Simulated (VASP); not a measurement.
# SrTiC2: structure and properties in VASP, part 3 of 5

What structure does SrTiC2 take at this level, and what are its properties? The cell is invented: other elements were put on sites of a known structure type. It may not be a known or stable phase. The atoms of the start are displaced at random from the sites of a P4/mmm cell.

VASP 6.6.1, plane waves and PAW; the level of theory is named at each step.

Still holding for the runs below: The k-mesh is coarse for a metal.

So far. Step 3 (Full relaxation (RPBE + D4)): It ends with a largest force of 0.006 eV/Å and a pressure of 0.01 GPa. Step 4 (Second relaxation): It ends with a largest force of 0.002 eV/Å and a pressure of 0.00 GPa.

## 5. Density, ELF and potential (RPBE + D4)

Level of this step: RPBE with D4; plane waves and PAW (Sr_sv, Ti_sv, C); invented cell (VASP).

The relaxed cell gets a fresh self-consistent run, on a basis set for its own volume, to fix the density and to check the remaining stress.

File INCAR:

```
SYSTEM = SrTiC2
PREC = Accurate
ENCUT = 520
EDIFF = 1E-06
NELM = 100
ISMEAR = 0
SIGMA = 0.05
LREAL = .FALSE.
ALGO = Normal
GGA = RP
IVDW = 13
NBANDS = 21
LORBIT = 11
LWAVE = .FALSE.
LCHARG = .TRUE.
ISIF = 2
LELF = .TRUE.
LVHAR = .TRUE.
```

File POSCAR:

```
SrTiC2
1.0
    4.0346161303      0.0000000000      0.0009430178
    0.0000000000      4.2016994997      0.0000000000
   -0.0067034805      0.0000000000      4.0479623131
Sr Ti C
1 1 2
Direct
    0.0000000000      0.6260963311      0.5000000000
    0.5000000000      0.1263351860      0.0000000000
    0.0000000000      0.0241070137      0.0000000000
    0.5000000000      0.2249264692      0.5000000000
```

File KPOINTS:

```
Automatic mesh
0
Gamma
6 5 6
0 0 0
```

PAW data sets: Sr_sv, Ti_sv and C (PBE family, release 64).

The run is started by

```bash
$ mpirun -np 2 vasp_std
```

What it wrote:

```text
[banner, memory and clock lines left out]
running    2 mpi-ranks, on    1 nodes
 distrk:  each k-point on    2 cores,    1 groups
 distr:  one band on    1 cores,    2 groups

 POSCAR found type information on POSCAR SrTiC
 POSCAR found :  3 types and       4 ions
 [... a notice as in an earlier step ...]

 LDA part: xc-table for (Slater+PW92), standard interpolation
|                                                                             |
|           W    W    AA    RRRRR   N    N  II  N    N   GGGG   !!!           |
|           W    W   A  A   R    R  NN   N  II  NN   N  G    G  !!!           |
|           W    W  A    A  R    R  N N  N  II  N N  N  G       !!!           |
|           W WW W  AAAAAA  RRRRR   N  N N  II  N  N N  G  GGG   !            |
|           WW  WW  A    A  R   R   N   NN  II  N   NN  G    G                |
|           W    W  A    A  R    R  N    N  II  N    N   GGGG   !!!           |
|                                                                             |
|     The number of bands has been changed from the values supplied in        |
|     The orbitals not found in the WAVECAR file will be initialized with     |
|     random numbers, which is usually adequate. For correlated               |
|     calculations, however, you should redo the groundstate calculation.     |
|     I found NBANDS = 21. Now, NBANDS = 22.                                  |
|                                                                             |

 POSCAR, INCAR and KPOINTS ok, starting setup
 FFT: planning ... GRIDC
 FFT: planning ... GRID_SOFT
 FFT: planning ... GRID
 WAVECAR not read
 entering main loop
       N       E                     dE             d eps       ncg     rms          rms(c)
DAV:   1     0.270920007254E+03    0.27092E+03   -0.14775E+04  2640   0.140E+03
DAV:   2     0.246345063162E+01   -0.26846E+03   -0.25610E+03  2774   0.390E+02
DAV:   3    -0.289384824220E+02   -0.31402E+02   -0.30672E+02  4758   0.110E+02
DAV:   4    -0.306743011448E+02   -0.17358E+01   -0.17258E+01  3234   0.239E+01
DAV:   5    -0.308038796621E+02   -0.12958E+00   -0.12955E+00  4112   0.569E+00    0.253E+01
DAV:   6    -0.253294277666E+02    0.54745E+01   -0.35521E+01  3374   0.457E+01    0.144E+01
DAV:   7    -0.247890733251E+02    0.54035E+00   -0.17887E+01  3656   0.329E+01    0.140E+01
DAV:   8    -0.243845952025E+02    0.40448E+00   -0.12322E+00  3218   0.982E+00    0.625E+00
DAV:   9    -0.244202032706E+02   -0.35608E-01   -0.50968E-01  4268   0.567E+00    0.188E+00
DAV:  10    -0.243843415268E+02    0.35862E-01   -0.15736E-01  3668   0.338E+00    0.414E-01
DAV:  11    -0.243858500233E+02   -0.15085E-02   -0.68027E-03  3136   0.599E-01    0.233E-01
DAV:  12    -0.243856216540E+02    0.22837E-03   -0.13464E-03  3908   0.260E-01    0.951E-02
DAV:  13    -0.243856377089E+02   -0.16055E-04   -0.88894E-04  3750   0.236E-01    0.648E-02
DAV:  14    -0.243856044425E+02    0.33266E-04   -0.14416E-04  3618   0.110E-01    0.128E-02
DAV:  15    -0.243856049366E+02   -0.49409E-06   -0.17701E-05  4160   0.263E-02    0.487E-03
DAV:  16    -0.243856053103E+02   -0.37366E-06   -0.14257E-06  2540   0.956E-03
   1 F= -.25761735E+02 E0= -.25760217E+02  d E =-.303550E-02
```

Wall time 49 s (2 MPI ranks of AMD EPYC 7R43, shared host); peak memory 0.32 GiB.

Parts of OUTCAR (step 5):

```text
  LATTYP: Found a simple monoclinic cell.
 ALAT       =     4.0346162405
 B/A-ratio  =     1.0414124291
 C/A-ratio  =     1.0033092672
 COS(beta)  =    -0.0014222798

The static configuration has the point symmetry C_2 .

 Found     60 irreducible k-points:

   k-points           NKPTS =     60   k-points in BZ     NKDIM =     60   number of bands    NBANDS=     22

   ENCUT  =  520.0 eV  38.22 Ry    6.18 a.u.   7.50  7.81  7.53*2*pi/ulx,y,z

   NELECT =      30.0000    total number of electrons

 E-fermi :   3.9261

 k-point     1 :       0.0000    0.0000    0.0000
  band No.  band energies     occupation
    ...
     11       2.3086      2.00000
     12       2.9195      2.00000
     13       2.9325      2.00000
     14       3.1974      2.00000
     15       3.9493      0.51201
     16       3.9666      0.25253
     17       5.5834      0.00000
     18       5.8342      0.00000
     19       7.6316      0.00000
     20       7.6767      0.00000
    ...

 k-point     2 :       0.1667    0.0000    0.0000
  band No.  band energies     occupation
    ...
     12       2.5447      2.00000
     13       2.9098      2.00000
     14       3.0885      2.00000
     15       3.6828      2.00000
     16       3.8054      1.99936
     17       5.8402      0.00000
     18       6.0076      0.00000
     19       6.6854      0.00000
     20       7.6819      0.00000
     21       8.2471      0.00000
    ...

  DFT-D4 for vdW energy calculation

  Edisp (eV):   -1.37613

  Total       0.00494     0.03257    -0.03942     0.00000     0.00000     0.00625
  in kB       0.11543     0.76047    -0.92043     0.00000     0.00000     0.14601
  external pressure =       -0.01 kB  Pullay stress =        0.00 kB

  energy-cutoff  :      520.00
  volume of cell :       68.62
      direct lattice vectors                 reciprocal lattice vectors
     4.034616130  0.000000000  0.000943018     0.247854958  0.000000000  0.000410451
     0.000000000  4.201699500  0.000000000     0.000000000  0.237998934  0.000000000
    -0.006703481  0.000000000  4.047962313    -0.000057741  0.000000000  0.247037777

 POSITION                                       TOTAL-FORCE (eV/Angst)
 -----------------------------------------------------------------------------------
     -0.00335      2.63067      2.02398        -0.000000     -0.002097      0.000000
      2.01731      0.53082      0.00047        -0.000000      0.000950      0.000000
      0.00000      0.10129      0.00000        -0.000000      0.000221      0.000000
      2.01396      0.94507      2.02445         0.000000      0.000926      0.000000
 -----------------------------------------------------------------------------------
    total drift:                               -0.000000      0.000099      0.000001

  FREE ENERGIE OF THE ION-ELECTRON SYSTEM (eV)
  ---------------------------------------------------
  free  energy   TOTEN  =       -25.7617350523 eV

  energy  without entropy=      -25.7586995545  energy(sigma->0) =      -25.76021730

 total charge
# of ion       s       p       d       tot
------------------------------------------
    1        2.020   5.826   0.268   8.115
    2        2.230   6.224   1.930  10.384
    3        0.941   1.339   0.000   2.280
    4        0.940   1.338   0.000   2.278
--------------------------------------------------
tot          6.131  14.727   2.199  23.057

[... 2 parts as in an earlier step ...]

[... 7 further parts left out ...]
```

Numbers from this step:

| Property | Result |
| --- | --- |
| SCF cycles | 16 |
| bands | 22 |
| pressure | -0.001484 GPa |

Valence electrons inside each PAW sphere by angular momentum. Sphere charges, by row:

```tsv
atom	s (e)	p (e)	d (e)	tot (e)
Sr1	2.02	5.826	0.268	8.115
Ti2	2.23	6.224	1.93	10.38
C3	0.941	1.339	0	2.28
C4	0.94	1.338	0	2.278
```

Valence density in the bc plane at fractional x = 0.000, with atoms of Sr and C within 0.2 Å of it. It is the smooth field of the valence electrons, not physical close to the nuclei.

Ten even steps from '_' (0.0 e/Å³) to '@' (3.3 e/Å³), each cell a mean:
```
--==::..________________::--
::::..__________________..::
....________________________
______________::----::..____
____________::++####++::____
__________..--##@@@@%%==..__
__________..--%%@@@@%%==..__
____________::**%%%%**--..__
____________..--====--..____
________________......______
::....__________________....
----::..________________::--
--==--..______________..::==
```
Columns run along b (4.2 Å), rows up along c (4.0 Å). Atoms in or near the plane, at fractional coordinates: Sr at (0.63, 0.50), C at (0.02, 0.00).

ELF in the bc plane at fractional x = 0.000, with atoms of Sr and C within 0.2 Å of it. It is the smooth field of the valence electrons, not physical close to the nuclei.

Ten even steps from '_' (0.02) to '@' (0.83), each cell a mean:
```
::==@@@@%%==..____..++%%@@**
**##%%%%**::________::++%%%%
######++::____--==--....--**
======::__..==%%@@@@##--..::
__....____--%%@@@@@@@@%%--__
__________++@@@@####%%@@**..
__________**@@@@****%%@@**..
__________==@@@@%%%%@@@@==__
::--::..__..**@@@@@@%%++....
******==..__::++##**==..::==
##%%%%##++..____..__..--**%%
==++@@@@##--..____..==##@@##
__::%%@@%%++..____::**@@@@++
```
Columns run along b (4.2 Å), rows up along c (4.0 Å). Atoms in or near the plane, at fractional coordinates: Sr at (0.63, 0.50), C at (0.02, 0.00).

Electrostatic potential energy in the bc plane at fractional x = 0.000, with atoms of Sr and C within 0.2 Å of it. With pseudopotentials it is smooth inside the atoms' cores, unlike the true potential.

Values in eV, 13 rows by 14 columns, each cell a mean:
```
-32 -37 -21  -1   3   3   3   2   2   2   2   0 -13 -37
-26 -21  -5   1   3   2   1   0  -1   0   0   0  -4 -16
 -3  -1   1   3   3   1  -1  -4  -6  -6  -4  -2  -1  -2
  2   3   3   3   1  -2  -6 -11 -13 -13 -11  -7  -3   0
  2   3   3   2   0  -5 -10 -16 -19 -20 -17 -12  -6  -1
  2   3   3   2  -1  -7 -13 -21 -26 -27 -22 -15  -8  -2
  2   3   3   2  -1  -8 -14 -22 -27 -28 -22 -15  -9  -2
  2   3   3   2  -1  -6 -12 -18 -22 -23 -19 -13  -7  -2
  2   3   3   3   1  -3  -8 -12 -15 -15 -13  -9  -4   0
  0   1   3   3   2   0  -3  -7  -9  -9  -7  -4  -1  -1
-15 -10  -2   2   3   2   1  -1  -2  -2  -1   0  -2  -8
-35 -35 -15   0   3   3   2   1   1   1   2   0  -9 -31
-12 -32 -27  -2   3   3   3   2   2   2   2   0 -17 -40
```
Columns run along b (4.2 Å; values clipped at the 3rd and 97th percentile), rows up along c (4.0 Å). Atoms in or near the plane, at fractional coordinates: Sr at (0.63, 0.50), C at (0.02, 0.00).

In this run the pressure is 0.00 GPa, small enough to go on; single stress components reach 0.09 GPa.

## 6. Band structure (RPBE + D4)

The mesh alone shows little of the dispersion and can miss band extrema, so KPOINTS_OPT adds a path through the symmetry points after the self-consistent cycle.

File INCAR:

```
SYSTEM = SrTiC2
PREC = Accurate
ENCUT = 520
EDIFF = 1E-06
NELM = 100
ISMEAR = 0
SIGMA = 0.05
LREAL = .FALSE.
ALGO = Normal
GGA = RP
IVDW = 13
NBANDS = 29
LORBIT = 11
LWAVE = .FALSE.
LCHARG = .FALSE.
KPAR = 2
```

POSCAR is that of step 5.

KPOINTS is that of step 5.

File KPOINTS_OPT:

```
Line mode
16
Line-mode
Reciprocal
  0.00000000   0.00000000   0.00000000 GAMMA
  0.00000000   0.00000000   0.50000000 Y

  0.00000000   0.00000000   0.50000000 Y
 -0.49929222   0.00000000   0.50071248 H

 -0.49929222   0.00000000   0.50071248 H
 -0.50000000   0.00000000   0.50000000 C

 -0.50000000   0.00000000   0.50000000 C
 -0.50000000   0.50000000   0.50000000 E

 -0.50000000   0.50000000   0.50000000 E
 -0.50070778   0.50000000   0.49928752 M1

 -0.50070778   0.50000000   0.49928752 M1
 -0.50000000   0.50000000   0.00000000 A

 -0.50000000   0.50000000   0.00000000 A
 -0.50000000   0.00000000   0.00000000 X

 -0.50000000   0.00000000   0.00000000 X
 -0.50070778   0.00000000   0.49928752 H1

 -0.49929222   0.50000000   0.50071248 M
  0.00000000   0.50000000   0.50000000 D

  0.00000000   0.50000000   0.50000000 D
  0.00000000   0.50000000   0.00000000 Z

  0.00000000   0.00000000   0.50000000 Y
  0.00000000   0.50000000   0.50000000 D
```

The run is started by

```bash
$ mpirun -np 2 vasp_std
```

What it wrote:

```text
[... set-up lines as in an earlier step ...]
 entering main loop
       N       E                     dE             d eps       ncg     rms          rms(c)
DAV:   1     0.257981805965E+03    0.25798E+03   -0.13927E+04  3480   0.106E+03
DAV:   2    -0.147557628223E+01   -0.25946E+03   -0.24324E+03  3571   0.310E+02
DAV:   3    -0.288158045034E+02   -0.27340E+02   -0.26640E+02  5366   0.863E+01
DAV:   4    -0.307434044275E+02   -0.19276E+01   -0.19154E+01  4761   0.198E+01
DAV:   5    -0.308055185368E+02   -0.62114E-01   -0.62108E-01  4776   0.309E+00    0.253E+01
DAV:   6    -0.255441059139E+02    0.52614E+01   -0.15255E+01  4397   0.346E+01    0.157E+01
DAV:   7    -0.247833209118E+02    0.76079E+00   -0.96849E+00  3979   0.246E+01    0.132E+01
DAV:   8    -0.243694196961E+02    0.41390E+00   -0.77657E-01  4059   0.889E+00    0.477E+00
DAV:   9    -0.244004405869E+02   -0.31021E-01   -0.13009E-01  4888   0.227E+00    0.126E+00
DAV:  10    -0.243845209615E+02    0.15920E-01   -0.30893E-02  4043   0.162E+00    0.310E-01
DAV:  11    -0.243853422500E+02   -0.82129E-03   -0.26822E-03  4568   0.264E-01    0.150E-01
DAV:  12    -0.243855872132E+02   -0.24496E-03   -0.71492E-04  4494   0.130E-01    0.433E-02
DAV:  13    -0.243856155082E+02   -0.28295E-04   -0.78958E-05  4211   0.669E-02    0.400E-02
DAV:  14    -0.243856046010E+02    0.10907E-04   -0.35541E-05  4412   0.567E-02    0.553E-03
DAV:  15    -0.243856052866E+02   -0.68561E-06   -0.54852E-06  4428   0.125E-02
   1 F= -.25761735E+02 E0= -.25760218E+02  d E =-.303468E-02
 Start KPOINTS_OPT (optional k-point list driver)
k-point batch [1-60\176]
       N       E                     dE             ncg
DAV:   1    -0.715310588073E+04   -0.55022E+05     3480
DAV:   2    -0.226567646600E+05   -0.15504E+05     3569
DAV:   3    -0.243707265973E+05   -0.17140E+04     5923
DAV:   4    -0.244439628676E+05   -0.73236E+02     4456
DAV:   5    -0.244473450868E+05   -0.33822E+01     5035
DAV:   6    -0.244473677484E+05   -0.22662E-01     4396
DAV:   7    -0.244473685242E+05   -0.77580E-03     5024
DAV:   8    -0.244473685287E+05   -0.45322E-05     3649
DAV:   9    -0.244473685289E+05   -0.16067E-06     2537
[...]
k-point batch [121-176\176]
       N       E                     dE             ncg
DAV:   1    -0.373960208563E+04   -0.58235E+05     3248
DAV:   2    -0.182157702149E+05   -0.14476E+05     3336
DAV:   3    -0.197683520633E+05   -0.15526E+04     5403
DAV:   4    -0.198464867337E+05   -0.78135E+02     4112
DAV:   5    -0.198495935911E+05   -0.31069E+01     4646
DAV:   6    -0.198496261769E+05   -0.32586E-01     4127
DAV:   7    -0.198496272586E+05   -0.10817E-02     4652
DAV:   8    -0.198496272667E+05   -0.81117E-05     3310
DAV:   9    -0.198496272671E+05   -0.38237E-06     2425
```

Wall time 2.3 min (2 MPI ranks); peak memory 0.57 GiB.

From OUTCAR (step 6):

```text
   k-points           NKPTS =     60   k-points in BZ     NKDIM =     60   number of bands    NBANDS=     29

   NELECT =      30.0000    total number of electrons

 E-fermi :   3.9261

 k-point     1 :       0.0000    0.0000    0.0000
  band No.  band energies     occupation
    ...
     11       2.3085      2.00000
     12       2.9195      2.00000
     13       2.9327      2.00000
     14       3.1976      2.00000
     15       3.9493      0.51205
     16       3.9666      0.25188
     17       5.5829      0.00000
     18       5.8342      0.00000
     19       7.6314      0.00000
     20       7.6765      0.00000
    ...

  DFT-D4 for vdW energy calculation

  Edisp (eV):   -1.37613

  Total       0.00813     0.03687    -0.03602     0.00000     0.00000     0.00625
  in kB       0.18990     0.86076    -0.84101     0.00000     0.00000     0.14589
  external pressure =        0.07 kB  Pullay stress =        0.00 kB

 POSITION                                       TOTAL-FORCE (eV/Angst)
 -----------------------------------------------------------------------------------
     -0.00335      2.63067      2.02398         0.000000     -0.002109      0.000000
      2.01731      0.53082      0.00047         0.000000      0.000898      0.000000
      0.00000      0.10129      0.00000        -0.000000      0.000658      0.000000
      2.01396      0.94507      2.02445        -0.000000      0.000553      0.000000
 -----------------------------------------------------------------------------------
    total drift:                               -0.000000     -0.000055      0.000001

  FREE ENERGIE OF THE ION-ELECTRON SYSTEM (eV)
  ---------------------------------------------------
  free  energy   TOTEN  =       -25.7617350286 eV

  energy  without entropy=      -25.7587003528  energy(sigma->0) =      -25.76021769

[... 7 parts as in an earlier step ...]

[... 9 further parts left out ...]
```

Within 0.02 Å the cell has space group P-4m2; at a tight tolerance a small distortion makes it P2.

This step gave:

```
SCF cycles : 15
bands      : 29
pressure   : 0.006988 GPa
```

The electronic bands at the labelled points (eV, zero at the Fermi level; # counts the bands kept in this run, so #1 is VASP's band 9):

```tsv
point	#4	#5	#6	#7	#8	#9	#10	#11
Γ	-1.01	-0.99	-0.73	0.02	0.04	1.66	1.91	3.71
0.47 of the way	-1.42	-1.04	-0.99	-0.42	-0.12	1.79	2.10	2.67
Y	-1.64	-1.15	-1.10	-0.78	0.42	0.63	2.32	2.47
0.53 of the way	-2.89	-1.82	-1.12	-0.99	0.53	1.50	2.59	2.95
H	-3.40	-2.01	-1.39	-1.37	0.20	2.12	3.35	3.40
0.47 of the way	-3.40	-2.01	-1.39	-1.37	0.20	2.12	3.35	3.40
C	-3.40	-2.01	-1.39	-1.37	0.20	2.12	3.35	3.40
0.47 of the way	-3.16	-2.07	-1.36	-1.35	0.43	2.04	3.42	3.46
E	-2.74	-2.22	-1.34	-1.33	1.08	1.86	2.27	3.50
0.47 of the way	-2.74	-2.22	-1.34	-1.33	1.08	1.86	2.27	3.50
M1	-2.74	-2.22	-1.34	-1.33	1.08	1.86	2.27	3.50
0.47 of the way	-2.48	-1.88	-1.84	-0.78	1.36	1.48	2.09	3.42
A	-2.47	-1.70	-1.06	-0.82	0.64	1.98	2.57	3.31
0.53 of the way	-2.05	-1.40	-1.11	-0.78	0.35	1.14	2.49	2.93
X	-1.65	-1.13	-1.12	-0.74	0.42	0.62	2.27	2.42
0.47 of the way	-2.79	-1.73	-1.05	-0.92	0.58	1.30	2.47	2.78
H1	-3.40	-2.01	-1.39	-1.37	0.20	2.12	3.35	3.40
jump to M	-2.74	-2.22	-1.34	-1.33	1.08	1.86	2.27	3.50
0.53 of the way	-2.44	-1.92	-1.81	-0.69	1.36	1.51	2.06	3.42
D	-2.48	-1.68	-1.10	-0.86	0.63	1.98	2.65	3.32
0.47 of the way	-2.06	-1.61	-1.26	-0.58	0.64	1.99	2.40	2.92
Z	-1.54	-1.53	-1.27	-0.04	-0.02	1.82	2.28	3.75
jump to Y	-1.64	-1.15	-1.10	-0.78	0.42	0.63	2.32	2.47
0.47 of the way	-2.06	-1.38	-1.14	-0.82	0.35	1.15	2.55	2.96
D	-2.48	-1.68	-1.10	-0.86	0.63	1.98	2.65	3.32
```

Of the projections kept (Sr, Ti, C), the largest for each band there, as a share of the weight inside these atoms' spheres; weight between the spheres isn't counted:

```tsv
point	#4	#5	#6	#7	#8	#9	#10	#11
Γ	C 0.61	C 0.62	C 0.66	C 0.46	C 0.47	Ti 0.97	C 0.65	Ti 0.68
Y	C 0.57	C 0.53	C 0.48	C 0.49	C 0.75	Ti 0.84	Ti 0.58	Ti 0.86
H	C 0.53	Ti 0.61	C 0.48	C 0.49	Ti 0.88	C 0.86	Ti 0.77	Ti 0.78
C	C 0.53	Ti 0.61	C 0.48	C 0.49	Ti 0.88	C 0.86	Ti 0.77	Ti 0.78
E	C 0.53	Ti 0.57	C 0.46	C 0.46	Ti 0.58	C 0.91	Ti 1.00	Ti 0.74
M1	C 0.53	Ti 0.57	C 0.46	C 0.46	Ti 0.58	C 0.91	Ti 1.00	Ti 0.74
```

There is no gap at this level.

(Continued in part 4 of 5.)

[Lines on the potential files, build, host, timing and source positions are cut from VASP's logs without a mark.]

[Logs are printed without paths, hosts, clocks, repeated set-up lines and the standing remarks that a program may print on its own settings, such as how far it seeks lower states.]

[Hosts, paths, dates, database ids (printed as entryN), source tags and the programs' standing remarks are cut or masked in the printed files.]

[A measured line is paired with the nearest computed mode of its activity, which favours agreement.]

[In band tables of VASP the shares of atoms and orbitals are scaled to a sum of 1 inside the atoms' spheres.]
